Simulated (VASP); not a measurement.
# 3 units of NaCl (001) on Ir(100) in VASP, part 3 of 3

How does 3 units of NaCl (001) on Ir(100) behave as a surface?

VASP 6.6.1; PBE with D3(BJ), no spin polarisation; plane waves and PAW (Ir, Na, Cl).

So far. Step 2 (Relaxing the slab): The run ended after 15 ionic steps, 0.432 eV below its first step, once the forces on the free atoms met EDIFFG = -0.03. Step 3 (Potential and states of the slab): The vacuum level lies 3.07 eV above the Fermi level at the upper face; the two faces differ by 2.46 eV, the step that the slab's dipole of -0.217 e·Å makes.

## 4. The slab in a field, field -0.1

A field across the slab, with the atoms held, gives the electronic response: the dipole changes linearly with the field, and the energy has a linear term from the slab's own dipole and a quadratic one from its polarisability.

INCAR reads:

```
SYSTEM = Na3Ir8Cl3
PREC = Normal
ENCUT = 300
EDIFF = 1E-06
NELM = 120
ISMEAR = -1
SIGMA = 0.1
LREAL = Auto
ALGO = Fast
GGA = PE
IVDW = 12
NBANDS = 62
LORBIT = 11
LWAVE = .FALSE.
LCHARG = .FALSE.
KPAR = 4
IDIPOL = 3
LDIPOL = .TRUE.
DIPOL = 0.5 0.5 0.481
EFIELD = -0.1
LVHAR = .TRUE.
```

POSCAR reads:

```
Na3Ir8Cl3
1.0
    3.9880822500      0.0000000000      0.0000000000
    0.0000000000      3.9880822500      0.0000000000
    0.0000000000      0.0000000000     31.7797545145
Ir Na Cl
8 3 3
Direct
    0.0000000000      0.5000000000      0.2847997124
    0.5000000000      0.0000000000      0.2847997124
    0.0000000000      0.0000000000      0.3399739238
    0.5000000000      0.5000000000      0.3399650223
    0.0000000000      0.5000000000      0.4008592822
    0.5000000000      0.0000000000      0.4008592822
    0.0000000000      0.0000000000      0.4589271720
    0.5000000000      0.5000000000      0.4540597124
    0.5000000000      0.5000000000      0.5430354532
    0.0000000000      0.0000000000      0.6289372979
    0.5000000000      0.5000000000      0.7140309311
    0.0000000000      0.0000000000      0.5409880125
    0.5000000000      0.5000000000      0.6286473669
    0.0000000000      0.0000000000      0.7174739178
```

KPOINTS reads:

```
Automatic mesh
0
Gamma
8 8 1
0 0 0
```

The projector-augmented-wave data sets are Ir, Na and Cl (PBE family, release 64).

Launch:

```bash
mpirun -np 4 vasp_std
```

Log:

```text
[... set-up lines as in an earlier step ...]
 entering main loop
       N       E                     dE             d eps       ncg     rms          rms(c)
DAV:   1     0.656247100311E+03    0.65625E+03   -0.28087E+04  1868   0.833E+02
DAV:   2    -0.784136949623E+01   -0.66409E+03   -0.60718E+03  2126   0.318E+02
DAV:   3    -0.878289251016E+02   -0.79988E+02   -0.76380E+02  2520   0.990E+01
DAV:   4    -0.906263409957E+02   -0.27974E+01   -0.27611E+01  2370   0.204E+01
DAV:   5    -0.907070420900E+02   -0.80701E-01   -0.80621E-01  2458   0.310E+00    0.344E+01
RMM:   6    -0.104266515641E+03   -0.13559E+02   -0.14724E+01  2047   0.193E+01    0.463E+01
RMM:   7    -0.968407971886E+02    0.74257E+01   -0.10783E+01  2164   0.128E+01    0.347E+01
RMM:   8    -0.106214504802E+03   -0.93737E+01   -0.38488E+01  2681   0.199E+01    0.378E+01
RMM:   9    -0.912446917611E+02    0.14970E+02   -0.11631E+01  2252   0.140E+01    0.168E+01
RMM:  10    -0.875111382906E+02    0.37336E+01   -0.10022E+01  2260   0.139E+01    0.119E+01
RMM:  11    -0.852765467488E+02    0.22346E+01   -0.25375E+00  2024   0.761E+00    0.640E+00
RMM:  12    -0.852525575547E+02    0.23989E-01   -0.76819E-01  2242   0.274E+00    0.475E+00
RMM:  13    -0.853034212430E+02   -0.50864E-01   -0.18338E-01  2082   0.181E+00    0.380E+00
RMM:  14    -0.852581182972E+02    0.45303E-01   -0.76706E-02  2060   0.127E+00    0.186E+00
RMM:  15    -0.852294181671E+02    0.28700E-01   -0.13368E-01  2367   0.120E+00    0.999E-01
RMM:  16    -0.852218482945E+02    0.75699E-02   -0.19570E-02  2282   0.521E-01    0.670E-01
RMM:  17    -0.852206532149E+02    0.11951E-02   -0.52170E-03  2412   0.196E-01    0.568E-01
RMM:  18    -0.852192469183E+02    0.14063E-02   -0.18721E-03  2077   0.180E-01    0.360E-01
RMM:  19    -0.852173907374E+02    0.18562E-02   -0.41875E-03  2355   0.218E-01    0.254E-01
RMM:  20    -0.852167450963E+02    0.64564E-03   -0.74241E-04  2087   0.111E-01    0.163E-01
RMM:  21    -0.852165664663E+02    0.17863E-03   -0.51136E-04  2243   0.642E-02    0.116E-01
RMM:  22    -0.852164739870E+02    0.92479E-04   -0.27873E-04  2279   0.504E-02    0.531E-02
RMM:  23    -0.852165206942E+02   -0.46707E-04   -0.13744E-04  2270   0.326E-02    0.380E-02
RMM:  24    -0.852166767063E+02   -0.15601E-03   -0.14023E-04  2323   0.312E-02    0.545E-02
RMM:  25    -0.852167580694E+02   -0.81363E-04   -0.67751E-05  2106   0.272E-02    0.270E-02
RMM:  26    -0.852168232448E+02   -0.65175E-04   -0.13566E-05  1956   0.132E-02    0.268E-02
RMM:  27    -0.852168963255E+02   -0.73081E-04   -0.17696E-05  2045   0.107E-02    0.958E-03
RMM:  28    -0.852169371391E+02   -0.40814E-04   -0.47049E-06  1498   0.760E-03    0.114E-02
RMM:  29    -0.852169658331E+02   -0.28694E-04   -0.30776E-06  1315   0.521E-03    0.944E-03
RMM:  30    -0.852169768801E+02   -0.11047E-04   -0.75406E-07  1153   0.376E-03    0.413E-03
RMM:  31    -0.852169917756E+02   -0.14896E-04   -0.10667E-06  1180   0.341E-03    0.327E-03
RMM:  32    -0.852169971553E+02   -0.53797E-05   -0.32468E-07  1127   0.268E-03    0.186E-03
RMM:  33    -0.852170011053E+02   -0.39499E-05   -0.19721E-07   985   0.148E-03    0.144E-03
RMM:  34    -0.852170028450E+02   -0.17397E-05   -0.92548E-08   900   0.135E-03    0.723E-04
RMM:  35    -0.852170038956E+02   -0.10506E-05   -0.53624E-08   703   0.101E-03    0.260E-04
RMM:  36    -0.852170045110E+02   -0.61542E-06   -0.28049E-08   537   0.861E-04
   1 F= -.90684298E+02 E0= -.90477887E+02  d E =-.412821E+00
```

Wall time 36 s (4 MPI ranks of Intel Xeon 6975P-C (Granite Rapids), shared host); peak memory 1.1 GiB.

From OUTCAR (step 4):

```text
The static configuration has the point symmetry C_4v.

 Found     15 irreducible k-points:

   NELECT =      96.0000    total number of electrons

 dipolmoment           0.000000      0.000000     -0.334745 electrons x Angstroem

 E-fermi :   0.7082

 k-point     1 :       0.0000    0.0000    0.0000
  band No.  band energies     occupation
    ...
     39      -0.1086      1.99943
     40       0.1114      1.99489
     41       0.1530      1.99228
     42       0.3739      1.93178
     43       0.3739      1.93178
     44       0.8666      0.34049
     45       0.8666      0.34049
     46       0.8991      0.25837
     47       1.1415      0.02594
     48       1.2642      0.00767
    ...

 k-point     2 :       0.1250    0.0000    0.0000
  band No.  band energies     occupation
    ...
     42       0.3708      1.93382
     43       0.4583      1.84816
     44       0.5800      1.56572
     45       0.6232      1.40138
     46       0.7499      0.79456
     47       0.9767      0.12776
     48       0.9930      0.10962
     49       1.0858      0.04481
     50       1.3118      0.00477
     51       1.3749      0.00254
    ...

 Edisp (eV)   -5.46729

  Total     -19.97535   -19.97535    -0.92604     0.00000    -0.00000     0.00000
  in kB     -63.31787   -63.31787    -2.93537     0.00000    -0.00000     0.00000
  external pressure =      -43.19 kB  Pullay stress =        0.00 kB

 POSITION                                       TOTAL-FORCE (eV/Angst)
 -----------------------------------------------------------------------------------
      0.00000      1.99404      9.05086         0.000000     -0.000000      0.015101
      1.99404      0.00000      9.05086         0.000000      0.000000      0.015101
      0.00000      0.00000     10.80429         0.000000      0.000000      0.000539
      1.99404      1.99404     10.80400         0.000000      0.000000     -0.033215
      0.00000      1.99404     12.73921        -0.000000      0.000000     -0.003827
      1.99404      0.00000     12.73921         0.000000      0.000000     -0.003827
      0.00000      0.00000     14.58459         0.000000     -0.000000      0.004469
      1.99404      1.99404     14.42991         0.000000      0.000000      0.020704
      1.99404      1.99404     17.25753         0.000000      0.000000      0.014580
      0.00000      0.00000     19.98747        -0.000000      0.000000      0.067591
      1.99404      1.99404     22.69173         0.000000      0.000000      0.045336
      0.00000      0.00000     17.19247         0.000000      0.000000     -0.032028
      1.99404      1.99404     19.97826         0.000000      0.000000     -0.043042
      0.00000      0.00000     22.80114         0.000000      0.000000     -0.067484
 -----------------------------------------------------------------------------------
    total drift:                                0.000000      0.000000     -0.007511

  FREE ENERGIE OF THE ION-ELECTRON SYSTEM (eV)
  ---------------------------------------------------
  free  energy   TOTEN  =       -90.6842976059 eV

  energy  without entropy=      -90.2714769318  energy(sigma->0) =      -90.47788727

 vacuum level on the upper side and lower side of the slab         4.763         5.484

 total charge
# of ion       s       p       d       tot
------------------------------------------
    1        0.639   0.476   6.920   8.036
    2        0.639   0.476   6.920   8.036
    3        0.652   0.690   6.894   8.236
    4        0.653   0.686   6.905   8.244
    5        0.652   0.688   6.897   8.236
    6        0.652   0.688   6.897   8.236
    7        0.593   0.505   6.907   8.004
    8        0.677   0.525   6.982   8.184
    9        0.054   0.042   0.000   0.096
   10        0.044   0.034   0.000   0.078
   11        0.041   0.032   0.000   0.072
   12        1.592   3.544   0.000   5.135
   13        1.587   3.595   0.000   5.182
   14        1.586   3.576   0.000   5.162
--------------------------------------------------
tot         10.059  15.558  55.322  80.940

[... 8 parts as in an earlier step ...]

[... 5 further parts left out ...]
```

This step gave:

| Quantity | Value |
| --- | --- |
| electronic cycles | 36 |
| free energy (TOTEN) | -90.6843 eV |
| energy at zero smearing | -90.4779 eV |
| Fermi energy | 0.7082 eV |
| dipole moment | 0, 0, -0.3347 e·Å |

The planar average of the electrostatic potential oscillates, so the rows of the table below give means over windows of 1 Å about each position, cut where the curve ends. Its maxima inside the range that stand out by 2 % of the span (Å: eV): 6.2: 5.39, 9.9: -5.97, 11.8: -3.77, 13.6: -5.85, 16.0: 2.70, 18.6: 2.16, 21.3: 2.28. Its minima: 9.1: -13.5, 10.8: -14.2, 12.7: -14.2, 14.5: -13.4, 17.3: -11.2, 20.0: -11.6, 22.8: -11.2.

Zero at the Fermi level. Table of planar average of the electrostatic potential by height; means over each step:

| height (Å) | planar average of the electrostatic potential (eV) |
| --- | --- |
| 0 | 4.82 |
| 1 | 4.90 |
| 2 | 5.00 |
| 3 | 5.10 |
| 4 | 5.20 |
| 5 | 5.30 |
| 6 | 5.37 |
| 7 | 5.13 |
| 8 | 0.572 |
| 9 | -11.6 |
| 10 | -8.15 |
| 11 | -11.7 |
| 12 | -6.90 |
| 13 | -11.6 |
| 14 | -9.32 |
| 15 | -7.44 |
| 16 | 1.82 |
| 17 | -7.89 |
| 18 | -1.43 |
| 19 | 0.307 |
| 20 | -9.13 |
| 21 | 0.658 |
| 22 | -1.56 |
| 23 | -7.88 |
| 24 | 2.26 |
| 25 | 3.43 |
| 26 | 3.59 |
| 27 | 3.69 |
| 28 | 3.79 |
| 29 | 3.89 |
| 30 | 3.99 |
| 31 | 4.34 |

Force by atom:

| atom | x (eV/Å) | y (eV/Å) | z (eV/Å) | size |
| --- | --- | --- | --- | --- |
| Ir1 | 0.0000 | 0.0000 | 0.0151 | 0.0151 |
| Ir2 | 0.0000 | 0.0000 | 0.0151 | 0.0151 |
| Ir3 | 0.0000 | 0.0000 | 0.0005 | 0.0005 |
| Ir4 | 0.0000 | 0.0000 | -0.0332 | 0.0332 |
| Ir5 | 0.0000 | 0.0000 | -0.0038 | 0.0038 |
| Ir6 | 0.0000 | 0.0000 | -0.0038 | 0.0038 |
| Ir7 | 0.0000 | 0.0000 | 0.0045 | 0.0045 |
| Ir8 | 0.0000 | 0.0000 | 0.0207 | 0.0207 |
| Na9 | 0.0000 | 0.0000 | 0.0146 | 0.0146 |
| Na10 | 0.0000 | 0.0000 | 0.0676 | 0.0676 |
| Na11 | 0.0000 | 0.0000 | 0.0453 | 0.0453 |
| Cl12 | 0.0000 | 0.0000 | -0.0320 | 0.0320 |
| Cl13 | 0.0000 | 0.0000 | -0.0430 | 0.0430 |
| Cl14 | 0.0000 | 0.0000 | -0.0675 | 0.0675 |

Energy at zero smearing: -90.47789 eV.

## 5. The slab in a field, field 0.1

INCAR, as its differences from that of step 4:

```diff
@@ -19,3 +19,3 @@
 DIPOL = 0.5 0.5 0.481
-EFIELD = -0.1
+EFIELD = 0.1
 LVHAR = .TRUE.
```

POSCAR is that of step 4.

KPOINTS is that of step 4.

Launch:

```bash
mpirun -np 4 vasp_std
```

Log:

```text
[... set-up lines as in an earlier step ...]
 entering main loop
       N       E                     dE             d eps       ncg     rms          rms(c)
DAV:   1     0.646625911618E+03    0.64663E+03   -0.27940E+04  1876   0.833E+02
DAV:   2    -0.294859995148E+01   -0.64957E+03   -0.59681E+03  2074   0.315E+02
DAV:   3    -0.875670359107E+02   -0.84618E+02   -0.80826E+02  2640   0.100E+02
DAV:   4    -0.909039747257E+02   -0.33369E+01   -0.32526E+01  2450   0.211E+01
DAV:   5    -0.909982769667E+02   -0.94302E-01   -0.94059E-01  2554   0.327E+00    0.348E+01
RMM:   6    -0.126952941404E+03   -0.35955E+02   -0.32572E+01  2289   0.219E+01    0.557E+01
RMM:   7    -0.858608889860E+02    0.41092E+02   -0.65768E+00  2029   0.115E+01    0.144E+01
RMM:   8    -0.965731701496E+02   -0.10712E+02   -0.17430E+01  2399   0.132E+01    0.364E+01
RMM:   9    -0.897349489979E+02    0.68382E+01   -0.20134E+00  2156   0.582E+00    0.225E+01
RMM:  10    -0.872720535791E+02    0.24629E+01   -0.17084E+00  2197   0.513E+00    0.142E+01
RMM:  11    -0.852546046070E+02    0.20174E+01   -0.11765E+00  2287   0.388E+00    0.396E+00
RMM:  12    -0.854445488038E+02   -0.18994E+00   -0.37971E-01  2187   0.215E+00    0.514E+00
RMM:  13    -0.852971080775E+02    0.14744E+00   -0.18002E-01  2071   0.218E+00    0.371E+00
RMM:  14    -0.851942956014E+02    0.10281E+00   -0.65080E-02  2072   0.120E+00    0.180E+00
RMM:  15    -0.851988078675E+02   -0.45123E-02   -0.24776E-02  2205   0.623E-01    0.172E+00
RMM:  16    -0.851836141407E+02    0.15194E-01   -0.11375E-02  2381   0.362E-01    0.118E+00
RMM:  17    -0.851776094434E+02    0.60047E-02   -0.49618E-03  2286   0.238E-01    0.802E-01
RMM:  18    -0.851770959018E+02    0.51354E-03   -0.12584E-03  2200   0.142E-01    0.679E-01
RMM:  19    -0.851740919791E+02    0.30039E-02   -0.23510E-03  2442   0.150E-01    0.265E-01
RMM:  20    -0.851738285717E+02    0.26341E-03   -0.67406E-04  2443   0.679E-02    0.148E-01
RMM:  21    -0.851737956399E+02    0.32932E-04   -0.29696E-04  2393   0.506E-02    0.771E-02
RMM:  22    -0.851739051330E+02   -0.10949E-03   -0.18979E-04  2291   0.361E-02    0.771E-02
RMM:  23    -0.851740479403E+02   -0.14281E-03   -0.73653E-05  2307   0.228E-02    0.674E-02
RMM:  24    -0.851741140092E+02   -0.66069E-04   -0.26473E-05  2255   0.167E-02    0.571E-02
RMM:  25    -0.851741877240E+02   -0.73715E-04   -0.13737E-05  2128   0.118E-02    0.286E-02
RMM:  26    -0.851742447209E+02   -0.56997E-04   -0.10445E-05  1948   0.940E-03    0.189E-02
RMM:  27    -0.851742650953E+02   -0.20374E-04   -0.31526E-06  1362   0.538E-03    0.210E-02
RMM:  28    -0.851742750166E+02   -0.99212E-05   -0.14498E-06  1226   0.424E-03    0.168E-02
RMM:  29    -0.851742811161E+02   -0.60995E-05   -0.60513E-07  1165   0.355E-03    0.122E-02
RMM:  30    -0.851742839994E+02   -0.28833E-05   -0.30598E-07  1149   0.212E-03    0.809E-03
RMM:  31    -0.851742868634E+02   -0.28640E-05   -0.21139E-07  1135   0.199E-03    0.424E-03
RMM:  32    -0.851742884634E+02   -0.16000E-05   -0.93616E-08   889   0.129E-03    0.288E-03
RMM:  33    -0.851742886495E+02   -0.18611E-06   -0.31421E-08   768   0.108E-03
   1 F= -.90641582E+02 E0= -.90434642E+02  d E =-.413879E+00
```

Elapsed: 34 s, on 4 MPI ranks; peak memory 1.1 GiB; 2.2 min of CPU time.

Parts of OUTCAR (step 5):

```text
   NELECT =      96.0000    total number of electrons

 dipolmoment           0.000000      0.000000     -0.092399 electrons x Angstroem

 E-fermi :   0.8581

 k-point     1 :       0.0000    0.0000    0.0000
  band No.  band energies     occupation
    ...
     39       0.0415      1.99943
     40       0.2594      1.99499
     41       0.3043      1.99216
     42       0.5239      1.93170
     43       0.5239      1.93170
     44       1.0158      0.34230
     45       1.0158      0.34230
     46       1.0474      0.26170
     47       1.2926      0.02561
     48       1.4147      0.00762
    ...

 Edisp (eV)   -5.46729

  Total     -19.97556   -19.97556    -0.81565     0.00000    -0.00000     0.00000
  in kB     -63.31853   -63.31853    -2.58545     0.00000    -0.00000     0.00000
  external pressure =      -43.07 kB  Pullay stress =        0.00 kB

 POSITION                                       TOTAL-FORCE (eV/Angst)
 -----------------------------------------------------------------------------------
      0.00000      1.99404      9.05086        -0.000000      0.000000      0.012614
      1.99404      0.00000      9.05086        -0.000000      0.000000      0.012614
      0.00000      0.00000     10.80429        -0.000000      0.000000      0.008269
      1.99404      1.99404     10.80400        -0.000000     -0.000000     -0.028227
      0.00000      1.99404     12.73921        -0.000000     -0.000000     -0.006047
      1.99404      0.00000     12.73921        -0.000000      0.000000     -0.006047
      0.00000      0.00000     14.58459        -0.000000      0.000000     -0.038648
      1.99404      1.99404     14.42991        -0.000000      0.000000      0.026186
      1.99404      1.99404     17.25753        -0.000000     -0.000000     -0.043571
      0.00000      0.00000     19.98747        -0.000000     -0.000000     -0.019369
      1.99404      1.99404     22.69173        -0.000000      0.000000     -0.039292
      0.00000      0.00000     17.19247         0.000000      0.000000      0.061717
      1.99404      1.99404     19.97826        -0.000000      0.000000      0.041911
      0.00000      0.00000     22.80114        -0.000000      0.000000      0.017890
 -----------------------------------------------------------------------------------
    total drift:                                0.000000      0.000000     -0.008290

  FREE ENERGIE OF THE ION-ELECTRON SYSTEM (eV)
  ---------------------------------------------------
  free  energy   TOTEN  =       -90.6415817444 eV

  energy  without entropy=      -90.2277025938  energy(sigma->0) =      -90.43464217

 vacuum level on the upper side and lower side of the slab         3.024         7.163

[... 8 parts as in an earlier step ...]

[... 9 further parts left out ...]
```

Numbers from this step:

- electronic cycles: 33
- free energy (TOTEN): -90.6416 eV
- energy at zero smearing: -90.4346 eV
- Fermi energy: 0.8581 eV
- dipole moment: 0, 0, -0.09240 e·Å

The planar average of the electrostatic potential oscillates, so the rows of the table below give means over windows of 1 Å about each position, cut where the curve ends. Its maxima inside the range that stand out by 2 % of the span (Å: eV): 9.9: -5.97, 11.8: -3.77, 13.6: -5.85, 16.0: 2.67, 18.6: 1.98, 21.3: 1.89, 25.1: 2.69. Its minima: 9.1: -13.5, 10.8: -14.2, 12.7: -14.2, 14.5: -13.4, 17.3: -11.3, 20.0: -11.9, 22.8: -11.7, 30.6: 2.17.

Zero at the Fermi level. Planar average of the electrostatic potential against height; means over each step:

| height (Å) | planar average of the electrostatic potential (eV) |
| --- | --- |
| 0 | 6.26 |
| 1 | 6.18 |
| 2 | 6.08 |
| 3 | 5.98 |
| 4 | 5.88 |
| 5 | 5.78 |
| 6 | 5.66 |
| 7 | 5.24 |
| 8 | 0.577 |
| 9 | -11.6 |
| 10 | -8.15 |
| 11 | -11.7 |
| 12 | -6.90 |
| 13 | -11.6 |
| 14 | -9.32 |
| 15 | -7.44 |
| 16 | 1.80 |
| 17 | -7.96 |
| 18 | -1.55 |
| 19 | 0.0944 |
| 20 | -9.41 |
| 21 | 0.300 |
| 22 | -2.02 |
| 23 | -8.39 |
| 24 | 1.65 |
| 25 | 2.67 |
| 26 | 2.63 |
| 27 | 2.53 |
| 28 | 2.43 |
| 29 | 2.33 |
| 30 | 2.23 |
| 31 | 3.83 |

Force by atom:

| atom | x (eV/Å) | y (eV/Å) | z (eV/Å) | size |
| --- | --- | --- | --- | --- |
| Ir1 | 0.0000 | 0.0000 | 0.0126 | 0.0126 |
| Ir2 | 0.0000 | 0.0000 | 0.0126 | 0.0126 |
| Ir3 | 0.0000 | 0.0000 | 0.0083 | 0.0083 |
| Ir4 | 0.0000 | 0.0000 | -0.0282 | 0.0282 |
| Ir5 | 0.0000 | 0.0000 | -0.0060 | 0.0060 |
| Ir6 | 0.0000 | 0.0000 | -0.0060 | 0.0060 |
| Ir7 | 0.0000 | 0.0000 | -0.0386 | 0.0386 |
| Ir8 | 0.0000 | 0.0000 | 0.0262 | 0.0262 |
| Na9 | 0.0000 | 0.0000 | -0.0436 | 0.0436 |
| Na10 | 0.0000 | 0.0000 | -0.0194 | 0.0194 |
| Na11 | 0.0000 | 0.0000 | -0.0393 | 0.0393 |
| Cl12 | 0.0000 | 0.0000 | 0.0617 | 0.0617 |
| Cl13 | 0.0000 | 0.0000 | 0.0419 | 0.0419 |
| Cl14 | 0.0000 | 0.0000 | 0.0179 | 0.0179 |

Energy at zero smearing: -90.43464 eV.

## 6. Derived quantities

This step: slab, PBE + D3(BJ); plane waves and PAW (VASP 6.6.1).

This step runs nothing: it gathers the runs above.

This step gave:

```yaml
polarisability_per_area_of_the_slab_or_monolayer: 1.097 Å
```

VASP counts both for electrons: a positive EFIELD is a field along -c, and a positive dipole, in electrons times A, points along -c. Field, by row:

| EFIELD (eV/Å) | dipole along z (e Å) | energy change (eV) |
| --- | --- | --- |
| -0.1 | -0.3347 | -0.02768 |
| 0 | -0.2173 | 0 |
| 0.1 | -0.0924 | 0.01557 |

The polarisability is the slope of the dipole against the field, as a volume for each unit of area.

## 7. Results

```
work function of the slab                        : 3.07 eV
polarisability per area of the slab or monolayer : 1.10 Å
```

What this shows: The work function is 3.07 eV at the upper face and 5.53 eV at the lower. The atom that ends on top (Cl) moved outwards by 0.02 Å, counted from the mean of all atoms. Spin-orbit coupling is left out, which matters for the heavy elements here. The cell in the plane was kept as given and was not relaxed here.

[Lines on the potential files, build, host, timing and source positions are cut from VASP's logs without a mark.]

[Logs are printed without paths, hosts, clocks, repeated set-up lines and the standing remarks that a program may print on its own settings, such as how far it seeks lower states.]

[Hosts, paths, dates, database ids (printed as entryN), source tags and the programs' standing remarks are cut or masked in the printed files.]

[In band tables of VASP the shares of atoms and orbitals are scaled to a sum of 1 inside the atoms' spheres.]

[Runs that stopped without an error message from VASP are left out.]
